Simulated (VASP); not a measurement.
Output of a VASP run:

File OUTCAR:
```
 ion  position               nearest neighbor table
   1  0.333  0.667  0.250-   2 3.46   2 3.46   2 3.46   2 3.46   2 3.46   2 3.46
   2  0.667  0.333  0.750-   1 3.46   1 3.46   1 3.46   1 3.46   1 3.46   1 3.46
  LATTYP: Found a hexagonal cell.
 ALAT       =     3.5877151219
 C/A-ratio  =     1.5433167226
 Subroutine PRICEL returns:
 Original cell was already a primitive cell.
 Subroutine GETGRP returns: Found 24 space group operations
The static configuration has the point symmetry D_3d.
 The point group associated with its full space group is D_6h.
The dynamic configuration has the point symmetry D_3d.
 Subroutine INISYM returns: Found 24 space group operations
 Subroutine IBZKPT returns following result:
 Found     76 irreducible k-points:

 Following reciprocal coordinates:
            Coordinates               Weight
  0.000000  0.000000  0.000000      1.000000
  0.083333 -0.000000  0.000000      6.000000
  0.166667  0.000000  0.000000      6.000000
  0.250000  0.000000  0.000000      6.000000
  0.333333  0.000000  0.000000      6.000000
  0.416667 -0.000000  0.000000      6.000000
  0.500000  0.000000  0.000000      3.000000
  0.083333  0.083333  0.000000      6.000000
  0.166667  0.083333  0.000000     12.000000
  0.250000  0.083333  0.000000     12.000000
  0.333333  0.083333  0.000000     12.000000
  0.416667  0.083333  0.000000     12.000000
  0.166667  0.166667  0.000000      6.000000
  0.250000  0.166667  0.000000     12.000000
  0.333333  0.166667  0.000000     12.000000
  0.416667  0.166667  0.000000      6.000000
  0.250000  0.250000  0.000000      6.000000
  0.333333  0.250000  0.000000     12.000000
  0.333333  0.333333  0.000000      2.000000
  0.000000  0.000000  0.142857      2.000000
  0.083333 -0.000000  0.142857     12.000000
  0.166667  0.000000  0.142857     12.000000
  0.250000  0.000000  0.142857     12.000000
  0.333333  0.000000  0.142857     12.000000
  0.416667 -0.000000  0.142857     12.000000
  0.500000  0.000000  0.142857      6.000000
  0.083333  0.083333  0.142857     12.000000
  0.166667  0.083333  0.142857     24.000000
  0.250000  0.083333  0.142857     24.000000
  0.333333  0.083333  0.142857     24.000000
  0.416667  0.083333  0.142857     24.000000
  0.166667  0.166667  0.142857     12.000000
  0.250000  0.166667  0.142857     24.000000
  0.333333  0.166667  0.142857     24.000000
  0.416667  0.166667  0.142857     12.000000
  0.250000  0.250000  0.142857     12.000000
  0.333333  0.250000  0.142857     24.000000
  0.333333  0.333333  0.142857      4.000000
  0.000000  0.000000  0.285714      2.000000
  0.083333 -0.000000  0.285714     12.000000
   k-points           NKPTS =     76   k-points in BZ     NKDIM =     76   number of bands    NBANDS=     13
   number of dos      NEDOS =    301   number of ions     NIONS =      2
   total plane-waves  NPLWV =  32928
   dimension x,y,z NGX =    28 NGY =   28 NGZ =   42
   dimension x,y,z NGXF=    56 NGYF=   56 NGZF=   84
   ions per type =               2
   PREC   = accura    normal or accurate (medium, high low for compatibility)
   ISTART =      0    job   : 0-new  1-cont  2-samecut
   ICHARG =      2    charge: 1-file 2-atom 10-const
   ISPIN  =      1    spin polarized calculation?
   LNONCOLLINEAR =      F non collinear calculations
   LSORBIT =      F    spin-orbit coupling
   INIWAV =      1    electr: 0-lowe 1-rand  2-diag
   ENCUT  =  520.0 eV  38.22 Ry    6.18 a.u.   6.67  6.67 10.30*2*pi/ulx,y,z
   NELM   =    100;   NELMIN=  2; NELMDL= -5     # of ELM steps
   EDIFF  = 0.1E-06   stopping-criterion for ELM
   LREAL  =      F    real-space projection
   NLSPLINE    = F    spline interpolate recip. space projectors
   LMAXMIX     =    6 max onsite mixed and CHGCAR
   VOSKOWN=      0    Vosko Wilk Nusair interpolation
   EDIFFG = -.1E-01   stopping-criterion for IOM
   NSW    =     30    number of steps for IOM
...
```

File OSZICAR:
```
       N       E                     dE             d eps       ncg     rms          rms(c)
DAV:   1     0.696783944668E+02    0.69678E+02   -0.84496E+03  1976   0.131E+03
DAV:   2     0.771161334343E+00   -0.68907E+02   -0.67826E+02  2011   0.395E+02
DAV:   3    -0.384677965820E+01   -0.46179E+01   -0.43103E+01  3266   0.616E+01
DAV:   4    -0.398038565722E+01   -0.13361E+00   -0.12980E+00  3151   0.905E+00
DAV:   5    -0.398272719645E+01   -0.23415E-02   -0.22696E-02  2839   0.977E-01    0.232E+01
DAV:   6    -0.398743357613E+01   -0.47064E-02   -0.30909E-02  3151   0.203E+00    0.138E+01
DAV:   7    -0.400237382371E+01   -0.14940E-01   -0.59773E-02  3026   0.281E+00    0.362E-01
DAV:   8    -0.400234627467E+01    0.27549E-04   -0.36111E-03  2597   0.531E-01    0.636E-02
DAV:   9    -0.400239327029E+01   -0.46996E-04   -0.22809E-04  3149   0.156E-01    0.308E-02
DAV:  10    -0.400239199013E+01    0.12802E-05   -0.38396E-05  2924   0.578E-02    0.492E-02
DAV:  11    -0.400239232224E+01   -0.33211E-06   -0.55280E-06  2540   0.214E-02    0.172E-03
DAV:  12    -0.400239255472E+01   -0.23248E-06   -0.44345E-07  2300   0.687E-03    0.128E-03
DAV:  13    -0.400239254128E+01    0.13434E-07   -0.28150E-08  1478   0.203E-03
   1 F= -.40023925E+01 E0= -.40016925E+01  d E =-.400239E+01
       N       E                     dE             d eps       ncg     rms          rms(c)
DAV:   1    -0.400299880345E+01   -0.60625E-03   -0.18826E-02  2121   0.108E+00    0.107E-01
DAV:   2    -0.400273462324E+01    0.26418E-03   -0.68090E-04  2943   0.342E-01    0.603E-02
DAV:   3    -0.400259111119E+01    0.14351E-03   -0.15318E-04  2964   0.119E-01    0.307E-02
DAV:   4    -0.400259198797E+01   -0.87678E-06   -0.26634E-05  2864   0.418E-02    0.130E-02
DAV:   5    -0.400259179953E+01    0.18843E-06   -0.87136E-07  2892   0.971E-03    0.120E-03
DAV:   6    -0.400259176614E+01    0.33388E-07   -0.97769E-08  1408   0.294E-03
   2 F= -.40025918E+01 E0= -.40019336E+01  d E =-.199225E-03
       N       E                     dE             d eps       ncg     rms          rms(c)
DAV:   1    -0.400277969237E+01   -0.18789E-03   -0.70292E-03  2106   0.661E-01    0.651E-02
DAV:   2    -0.400268108523E+01    0.98607E-04   -0.25552E-04  2956   0.209E-01    0.369E-02
DAV:   3    -0.400262720170E+01    0.53884E-04   -0.57694E-05  2949   0.730E-02    0.188E-02
DAV:   4    -0.400262758291E+01   -0.38121E-06   -0.10038E-05  2857   0.256E-02    0.800E-03
DAV:   5    -0.400262749592E+01    0.86991E-07   -0.26895E-07  1752   0.583E-03
   3 F= -.40026275E+01 E0= -.40019942E+01  d E =-.234955E-03
```

### OUTCAR
```
------------------------ aborting loop because EDIFF is reached ----------------------------------------
  FORCE on cell =-STRESS in cart. coord.  units (eV):
  Direction    XX          YY          ZZ          XY          YZ          ZX
  --------------------------------------------------------------------------------------
  Total       -0.9124298     -0.9124299     -0.9078114      0.0000000      0.0000000      0.0000000
  in kB      -23.6848433    -23.6848443    -23.5649576      0.0000000      0.0000000      0.0000000
  external PRESSURE =     -23.6448817 kB  Pullay stress =       0.0000000 kB
  volume of cell :       61.72
      direct lattice vectors                 reciprocal lattice vectors
     1.790760194 -3.101687705  0.000000000     0.279211031 -0.161202561  0.000000000
     1.790760194  3.101687705 -0.000000000     0.279211031  0.161202561 -0.000000000
     0.000000000  0.000000000  5.556151074     0.000000000  0.000000000  0.179980707
 POSITION                                       TOTAL-FORCE (eV/Angst)
 -----------------------------------------------------------------------------------
      1.79076      1.03390      1.38904         0.000000      0.000000      0.000000
      1.79076     -1.03390      4.16711        -0.000000     -0.000000      0.000000
 -----------------------------------------------------------------------------------
    total drift:                                0.000000      0.000072     -0.000012
  FREE ENERGIE OF THE ION-ELECTRON SYSTEM (eV)
  ---------------------------------------------------
  free  energy   TOTEN  =        -4.0026274959 eV

  energy  without entropy=       -4.0007277374  energy(sigma->0) =       -4.00199424

 reached required accuracy - stopping structural energy minimisation
```
(Selected blocks of OUTCAR.)

### POSCAR
```
Tm
1
    1.7938575303    -3.1070524548     0.0000000000
    1.7938575303     3.1070524548     0.0000000000
    0.0000000000     0.0000000000     5.5369807437
Tm
2
Direct
  0.3333330000   0.6666670000   0.2500000000
  0.6666670000   0.3333330000   0.7500000000
```

Q: Write an INCAR and KPOINTS that could have produced this output.

A: Several could match; the one computed here: the input of the run itself, optB86b-vdW, plane waves, VASP's PBE PAW potentials (set 64).

**KPOINTS**
```
Automatic mesh
0
Gamma
12 12 7
0 0 0
```

**INCAR**
```
AGGAC = 0.0
ALGO = Normal
EDIFF = 1E-7
EDIFFG = -0.01
ENCUT = 520
GGA = MK
IBRION = 2
ISIF = 4
ISMEAR = 1
LASPH = .TRUE.
LCHARG = .FALSE.
LMAXMIX = 6
LREAL = .FALSE.
LUSE_VDW = .TRUE.
LWAVE = .FALSE.
NELM = 100
NSW = 30
PARAM1 = 0.1234
PARAM2 = 1.0
PREC = Accurate
SIGMA = 0.1
SYSTEM = Tm
```

POTCAR, in this order: Tm_3 (PBE.64 set). Program: vasp_std.

The 4f electrons are frozen in the core of the lanthanide potential, so 4f levels, which can set the real gap, and their magnetism are missing.

The compound is Tm in the hcp structure. This cell is one point of a volume scan, at 1.06 of the reference volume. Symmetry was kept, so distortions that lower it aren't found.
